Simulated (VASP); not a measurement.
Crystal: HfO2.

```xyz
3
Lattice="0.0000 2.5500 2.5500 2.5500 0.0000 2.5500 2.5500 2.5500 0.0000" Properties=species:S:1:pos:R:3 pbc="T T T"
Hf    0.0000    0.0000    0.0000
O     1.2750    1.2750    1.2750
O     3.8250    3.8250    3.8250
```

The cell was built by a generator and needn't be a form met in nature.

Base run:

```yaml
Program: VASP 6.6.1
Functional: PBE
Potentials_or_basis: VASP PAW PBE potentials, release 64 (Hf_pv, O)
Cutoff: 700 eV
k_mesh: 6 × 6 × 6
Occupations: gaussian, width 0.05 eV
Spin: no spin polarisation
```

Its results: band gap on the k mesh 3.76 eV, direct; pressure -4.2 GPa.

Task: The run is repeated on the same cell with these changes: functional from PBE to LDA; potentials or basis from VASP PAW PBE potentials, release 64 (Hf_pv, O) to VASP PAW LDA potentials, release 64 (Hf_pv, O). What comes out?

Result: Band gap on the k mesh 3.55 eV, direct; pressure -17.7 GPa.

Caveats: spin-orbit coupling is left out, which moves the levels of the heavy elements; so large a pressure means that the cell lies far from this level's equilibrium, or that cutoff or potentials fall short (some runs).

A k mesh can miss the band edges.

Not every run made on this cell is shown here.
